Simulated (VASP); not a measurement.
The system is Sn.

```xyz
2
Lattice="0.0000 3.2333 3.2333 3.2333 0.0000 3.2333 3.2333 3.2333 0.0000" Properties=species:S:1:pos:R:3 pbc="T T T"
Sn    0.0000    0.0000    0.0000
Sn    1.6167    1.6167    1.6167
```

This isn't the form of Sn at room conditions, which is tetragonal (white tin).

| Item | Value |
| --- | --- |
| Program | VASP 6.6.1 |
| Task | relaxation of cell and atoms |
| Functional | PBEsol |
| Potentials or basis | VASP PAW PBE potentials, release 64 (Sn_d) |
| Cutoff | 600 eV |
| k mesh | 10 × 10 × 10 |
| Occupations | gaussian, width 0.03 eV |
| Spin | no spin polarisation |

At the start: pressure 1.5 GPa; volume 33.80 Å³/atom.

Problem. How do energy, volume and symmetry change on relaxing?

Solution. Over 3 steps the energy falls by 4.9 meV/atom and the volume is 34.92 Å³/atom (+3.3 %); space group Fd-3m (No. 227, to 0.05 Å).

The path:
| step | energy change (eV) | largest force (eV/Å) | pressure (GPa) | volume (Å³) |
| --- | --- | --- | --- | --- |
| 1 | 0.0000 | 0.0000 | 1.47 | 67.61 |
| 2 | -0.0086 | 0.0000 | -0.46 | 70.69 |
| 3 | -0.0099 | 0.0000 | 0.00 | 69.84 |

Final structure:
```cif
data_structure
_symmetry_space_group_name_H-M 'P 1'
_symmetry_Int_Tables_number 1
_cell_length_a 4.6225
_cell_length_b 4.6225
_cell_length_c 4.6225
_cell_angle_alpha 60.000
_cell_angle_beta 60.000
_cell_angle_gamma 60.000
_cell_volume 69.84
loop_
_atom_site_label
_atom_site_type_symbol
_atom_site_fract_x
_atom_site_fract_y
_atom_site_fract_z
_atom_site_occupancy
Sn1 Sn 0.00000 0.00000 0.00000 1
Sn2 Sn 0.25000 0.25000 0.25000 1
```

Caveat: the PAW data sets were made with another functional, which shifts forces and pressure a little.
